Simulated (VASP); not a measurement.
## Ti3Ru: relaxation of cell and atoms with PBE

Ti3Ru:

```
Ti Ru
1.0
     4.94970    0.00000    0.00000
    -2.47485    4.28657    0.00000
     0.00000    0.00000    2.74250
Ti Ru
3 1
Direct
  0.50000 0.00000 0.00000
  0.00000 0.50000 0.00000
  0.50000 0.50000 0.00000
  0.00000 0.00000 0.00000
```

The cell was built by a generator and needn't be a form met in nature.

```json
{"Program": "VASP 6.6.1", "Task": "relaxation of cell and atoms", "Functional": "PBE", "Potentials or basis": "VASP PAW PBE potentials, release 64 (Ti_sv, Ru_pv)", "Cutoff": "520 eV", "k mesh": "5 × 5 × 7", "Occupations": "gaussian, width 0.15 eV", "Spin": "no spin polarisation", "Further INCAR settings": "PREC = Normal; ALGO = Fast; EDIFF = 0.0001; IBRION = 2; EDIFFG = -0.08; NSW = 24; ISIF = 3"}
```

```json
{
 "Relaxed volume": "16.68 Å³/atom",
 "Relaxed cell": "a = 5.462 Å, b = 5.462 Å, c = 2.583 Å, α = 90.00°, β = 90.00°, γ = 120.00°",
 "Space group after relaxing (to 0.05 Å)": "P6/mmm (No. 191)",
 "Energy gained by relaxing": "252.2 meV/atom",
 "Ionic steps": "9",
 "Pressure after relaxing": "-0.4 GPa",
 "Band gap on the k mesh": "none (metal or under the smearing width)"
}
```

Stress tensor (GPa, compression positive):
```
-0.30  0.00  0.00
 0.00 -0.30  0.00
 0.00  0.00 -0.74
```

The path:
```csv
step,energy change (eV),largest force (eV/Å),pressure (GPa),volume (Å³)
1,0.0000,0.0000,25.38,58.19
2,0.1024,0.0000,-21.67,79.39
3,-0.9110,0.0000,-0.43,67.42
4,-0.9156,0.0000,-1.90,68.17
5,-0.9719,0.0000,-0.19,66.83
6,-0.9905,0.0000,2.32,65.50
7,-1.0077,0.0000,-0.87,67.07
8,-1.0088,0.0000,-0.65,66.79
9,-1.0088,0.0000,-0.44,66.72
```

Final structure:
```
Ti Ru
1.0
     5.46172    0.00000    0.00000
    -2.73086    4.72999    0.00000
     0.00000    0.00000    2.58251
Ti Ru
3 1
Cartesian
  2.7309 0.0000 0.0000
  -1.3654 2.3650 0.0000
  1.3654 2.3650 0.0000
  0.0000 0.0000 0.0000
```

Levels at points of the mesh, in eV from the Fermi level:
| k point | band 21 | band 22 | band 23 | band 24 | band 25 | band 26 | band 27 | band 28 |
| --- | --- | --- | --- | --- | --- | --- | --- | --- |
| (0.00, 0.00, 0.00) | -1.42 | -0.96 | -0.96 | -0.04 | -0.04 | 0.09 | 0.09 | 0.47 |

Run time: 2.4 min on 1 thread of Intel(R) Xeon(R) 6975P-C (Granite Rapids) (shared host), peak memory 0.15 GiB.

Caveat: the relaxation stopped at a loose force limit of 0.08 eV/Å, so its end isn't a converged minimum.
